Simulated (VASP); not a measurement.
A run of VASP 6.6.1 is set up as follows.

Contents of INCAR:

```
ALGO = Fast
EDIFF = 1E-6
ENCUT = 520
GGA = PS
ISIF = 2
ISMEAR = 0
LASPH = True
LCHARG = True
LELF = True
LREAL = False
LVHAR = True
LWAVE = False
NBANDS = 16
NELM = 100
PREC = Accurate
SIGMA = 0.15
```

Contents of KPOINTS:

```
k-points
0
Gamma
  21 21 10
```

The input POSCAR:

```
ZnRe
1.0
    2.7482183437      0.0000000000      0.0000000000
   -1.3741091718      2.3800269008      0.0000000000
    0.0000000000      0.0000000000      4.5839473200
Zn Re
1 1
Direct
    0.0000000000      0.0000000000      0.0000000000
    0.3333333333      0.6666666667      0.5000000000
```

Potentials or basis: VASP PAW PBE potentials, release 64 (Zn, Re).

Run with:

```console
$ cat potpaw_PBE.64/Zn/POTCAR potpaw_PBE.64/Re/POTCAR > POTCAR
$ mpirun -np 1 vasp_std > vasp.out
```

What does it give for the band gap on the k mesh?

None (metal or under the smearing width).

What does it give for the pressure?

-12.4 GPa.

Stress tensor (GPa, compression positive):
```
-11.08   0.00   0.00
  0.00 -11.08   0.00
  0.00   0.00 -14.96
```

Caveat: the PAW data sets were made with another functional, which shifts forces and pressure a little. The run has no spin-orbit coupling, so splittings on Re are missing.
